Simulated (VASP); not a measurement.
Wanted: the native input for a VASP 6.6.1 run.

* Task: relaxation of cell and atoms
* Functional: PBE
* Potentials or basis: VASP PAW PBE potentials, release 64 (Sn_d, C)
* Cutoff: 520 eV
* k mesh: 8 × 8 × 4
* Occupations: gaussian, width 0.1 eV
* Spin: no spin polarisation
* Further INCAR settings: ALGO = Normal; EDIFF = 1e-07; IBRION = 2; POTIM = 0.3; EDIFFG = -0.005; NSW = 60; ISIF = 3

The structure of Sn2C lies in POSCAR:

```
Sn2C                                    
1.0
    3.5150714664      0.0000000000      0.0000000000
    0.0000000000      3.5150714664      0.0000000000
   -0.0000000000      0.0000000000     10.1136969651
  Sn              C             
     4     2
Direct
     0.5000000000000000    0.0000000000000000    0.8670120700222892
     0.0000000000000000    0.5000000000000000    0.1329879299777108
     0.5000000000000000    0.0000000000000000    0.3670120700222891
     0.0000000000000000    0.5000000000000000    0.6329879299777108
     0.0000000000000000    0.0000000000000000    1.0000000000000000
     0.5000000000000000    0.5000000000000000    0.5000000000000000
```

The cell was built by a generator and needn't be a form met in nature.

The input as run:

INCAR

```
SYSTEM = Sn2C
  ALGO = Normal
  EDIFF = 1E-7
  EDIFFG = -0.005
  ENCUT = 520
  GGA = PE
  IBRION = 2
  ISIF = 3
  ISMEAR = 0
  KPAR = 4
  LASPH = .TRUE.
  LCHARG = .FALSE.
  LREAL = .FALSE.
  LWAVE = .FALSE.
  NELM = 120
  NSW = 60
  POTIM = 0.3
  PREC = Accurate
  SIGMA = 0.1
```

KPOINTS

```
k-points
0
G
  8 8 4
  0 0 0
```

Potentials or basis: VASP PAW PBE potentials, release 64 (Sn_d, C).

Launch:

```bash
$ cat potpaw_PBE.64/Sn_d/POTCAR potpaw_PBE.64/C/POTCAR > POTCAR
$ mpirun -np 4 vasp_std > vasp.out
```

Results of the run:

```
Relaxed volume                         : 20.86 Å³/atom
Relaxed cell                           : a = 3.517 Å, b = 3.517 Å, c = 10.121 Å, α = 90.00°, β = 90.00°, γ = 90.00°
Space group after relaxing (to 0.05 Å) : P4_2/nmc (No. 137)
Energy gained by relaxing              : 0.0 meV/atom
Ionic steps                            : 6
Pressure after relaxing                : 0.0 GPa
Band gap on the k mesh                 : none (metal or under the smearing width)
```

Run time: 2.8 min on 4 MPI ranks on Intel(R) Xeon(R) Platinum 8488C (Sapphire Rapids) (shared host), peak memory 0.34 GiB a rank.
